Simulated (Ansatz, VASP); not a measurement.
## Two plane-wave programs on GaGe3

Contents of POSCAR:

```
GaGe3
1.0
    0.0000000000      3.3871670000      3.3871670000
    3.3871670000      0.0000000000      3.3871670000
    3.3871670000      3.3871670000      0.0000000000
Ge Ga
3 1
Direct
    0.5000000000      0.5000000000      0.5000000000
    0.7500000000      0.7500000000      0.7500000000
    0.2500000000      0.2500000000      0.2500000000
    0.0000000000      0.0000000000      0.0000000000
```

File INCAR.step1:

```
PREC = Accurate ; ENCUT = 520
ISMEAR = -1 ; SIGMA = 0.05
LREAL = False ; LASPH = True
NELM = 100 ; NBANDS = 36
GGA = PE ; ALGO = Normal
EDIFF = 1E-4 ; LWAVE = True
LCHARG = False
```

INCAR.step2

```
PREC = Accurate ; ENCUT = 520
EDIFF = 1E-7 ; ISMEAR = -1
SIGMA = 0.05 ; LREAL = False
LASPH = True ; NELM = 100
ALGO = Normal ; ISIF = 2
LWAVE = False ; LCHARG = False
METAGGA = R2SCAN ; LMIXTAU = True
NBANDS = 36 ; ISTART = 1
```

The input KPOINTS:

```
regular mesh
0
Gamma
  7 7 7
```

input.yaml

```yaml
crystal:
  lattice:
    - [0.0, 3.387167, 3.387167]
    - [3.387167, 0.0, 3.387167]
    - [3.387167, 3.387167, 0.0]
  atoms:
    - { symbol: Ge, position: [0.5, 0.5, 0.5] }
    - { symbol: Ge, position: [0.75, 0.75, 0.75] }
    - { symbol: Ge, position: [0.25, 0.25, 0.25] }
    - { symbol: Ga, position: [0.0, 0.0, 0.0] }
hamiltonian:
  xc: r2scan
  pseudopotentials: { kind: paw }
kpoints:
  mp_grid: { grid: [7, 7, 7] }
  band_path:
    path:
      - [[0.0, 0.0, 0.0], [0.5, 0.0, 0.5], [0.5, 0.25, 0.75], [0.375, 0.375, 0.75], [0.0, 0.0, 0.0], [0.5, 0.5, 0.5], [0.625, 0.25, 0.625], [0.5, 0.25, 0.75], [0.5, 0.5, 0.5], [0.375, 0.375, 0.75]]
      - [[0.625, 0.25, 0.625], [0.5, 0.0, 0.5]]
    npoints: 14
scf:
  occupations: { method: fermi_dirac, width: 0.05 }
  n_extra_bands: 10
output:
  forces: true
  stress: true
  eigenvalues: true
  fatbands: false
```

The cell comes from a database or a generator and needn't be the stable form of this composition.

Alike in both runs: functional r2SCAN; k mesh 7 × 7 × 7; occupations fermi-dirac, width 0.05 eV; no spin polarisation.

|  | VASP | Ansatz |
| --- | --- | --- |
| version | VASP 6.6.1 | Ansatz 0.2.0 |
| potentials or method | VASP PAW PBE potentials, release 64 (Ge_d, Ga_d) | Ansatz PAW |
| plane-wave cutoff (eV) | 520 | 500 |
| valence electrons in the cell | 55 | 55 |
| task | single point | band structure |

|  | VASP | Ansatz | Ansatz less VASP |
| --- | --- | --- | --- |
| gap on the k mesh at the Fermi level (eV) | none | none | - |
| pressure (GPa) | -2.6 | -2.5 | +0.10 |

A gap of «none» marks a metal or a gap that the smearing closes.

Caveats: the PAW data sets were made with another functional, which shifts forces and pressure a little (VASP); the PAW data sets come from PBE, with cores solved anew for the run's functional, which leaves a small shift of forces and pressure (Ansatz).
